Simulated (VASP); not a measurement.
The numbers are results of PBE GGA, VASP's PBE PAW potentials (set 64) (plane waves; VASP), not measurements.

VASP ran on this input.

File KPOINTS:
```
K-points
0
gamma
  3 3 3
0 0 0
```

**POSCAR**
```
Te2Os
1
    0.0000000000     3.3034820000     3.3034820000
    3.3034820000     0.0000000000     3.3034820000
    3.3034820000     3.3034820000     0.0000000000
Os Te
1 2
Direct
  0.0010840000  -0.0107560000  -0.0046240000
  0.2548300000   0.2449900000   0.2568460000
  0.7440860000   0.7657660000   0.7477770000
```

### INCAR
```
ALGO = Normal
EDIFF = 1E-6
ENCUT = 300
GGA = PE
ISIF = 2
ISMEAR = -1
LASPH = T
LCHARG = F
LMAXMIX = 6
LREAL = F
LWAVE = F
NELM = 100
PREC = Accurate
SIGMA = 0.05
SYSTEM = Te2Os
```

POTCAR, in this order: Os Te (PBE.64 set). Program: vasp_std.

The run wrote:

File OSZICAR:
```
       N       E                     dE             d eps       ncg     rms          rms(c)
DAV:   1     0.639423381676E+02    0.63942E+02   -0.61051E+03   408   0.764E+02
DAV:   2    -0.125190358795E+02   -0.76461E+02   -0.73959E+02   496   0.206E+02
DAV:   3    -0.168260496655E+02   -0.43070E+01   -0.41405E+01   542   0.466E+01
DAV:   4    -0.168966383656E+02   -0.70589E-01   -0.70518E-01   500   0.657E+00
DAV:   5    -0.168974910121E+02   -0.85265E-03   -0.85261E-03   488   0.602E-01    0.162E+01
DAV:   6    -0.167587064030E+02    0.13878E+00   -0.21160E+00   594   0.920E+00    0.954E+00
DAV:   7    -0.166669095592E+02    0.91797E-01   -0.24854E+00   594   0.931E+00    0.661E+00
DAV:   8    -0.165217896640E+02    0.14512E+00   -0.34082E-01   528   0.456E+00    0.122E+00
DAV:   9    -0.165213104972E+02    0.47917E-03   -0.16673E-02   410   0.861E-01    0.992E-01
DAV:  10    -0.165205343209E+02    0.77618E-03   -0.76795E-04   586   0.183E-01    0.699E-01
DAV:  11    -0.165197971096E+02    0.73721E-03   -0.37979E-03   452   0.373E-01    0.228E-01
DAV:  12    -0.165197926212E+02    0.44884E-05   -0.31961E-04   446   0.138E-01    0.134E-01
DAV:  13    -0.165197873989E+02    0.52223E-05   -0.77179E-05   526   0.613E-02    0.947E-02
DAV:  14    -0.165197798814E+02    0.75174E-05   -0.34172E-05   430   0.398E-02    0.267E-02
DAV:  15    -0.165197801963E+02   -0.31487E-06   -0.85872E-07   280   0.696E-03
   1 F= -.16519780E+02 E0= -.16502761E+02  d E =-.340394E-01
```

**OUTCAR**
```
------------------------ aborting loop because EDIFF is reached ----------------------------------------
  FORCE on cell =-STRESS in cart. coord.  units (eV):
  Direction    XX          YY          ZZ          XY          YZ          ZX
  --------------------------------------------------------------------------------------
  Total       -1.2883821     -1.2916766     -1.2868398      0.0845301      0.0981190     -0.0186419
  in kB      -28.6292157    -28.7024227    -28.5949441      1.8783481      2.1803074     -0.4142427
  external PRESSURE =     -28.6421942 kB  Pullay stress =       0.0000000 kB
  volume of cell :       72.10
      direct lattice vectors                 reciprocal lattice vectors
     0.000000000  3.303482000  3.303482000    -0.151355449  0.151355449  0.151355449
     3.303482000  0.000000000  3.303482000     0.151355449 -0.151355449  0.151355449
     3.303482000  3.303482000  0.000000000     0.151355449  0.151355449 -0.151355449
 POSITION                                       TOTAL-FORCE (eV/Angst)
 -----------------------------------------------------------------------------------
      6.55616      3.29179      3.27153         0.145990      0.035981      0.027882
      1.65781      1.69031      1.65115         0.093075     -0.257463      0.121413
      4.99996      4.92834      4.98777        -0.239064      0.221482     -0.149296
 -----------------------------------------------------------------------------------
    total drift:                               -0.000032      0.000038      0.000005
  FREE ENERGIE OF THE ION-ELECTRON SYSTEM (eV)
  ---------------------------------------------------
  free  energy   TOTEN  =       -16.5197801963 eV

  energy  without entropy=      -16.4857408449  energy(sigma->0) =      -16.50276052
```
(Selected blocks of OUTCAR.)

At this cut-off the stress carries a Pulay error, which pulls relaxed volumes low.

The structure was generated: Te2Os was put into an ordered model structure, which need not be its known phase. The cell was not relaxed at this level, atoms are displaced from their ideal sites. The k-mesh is coarse (spacing up to 0.55 per Å, 2π included), so the numbers may not be converged in it.
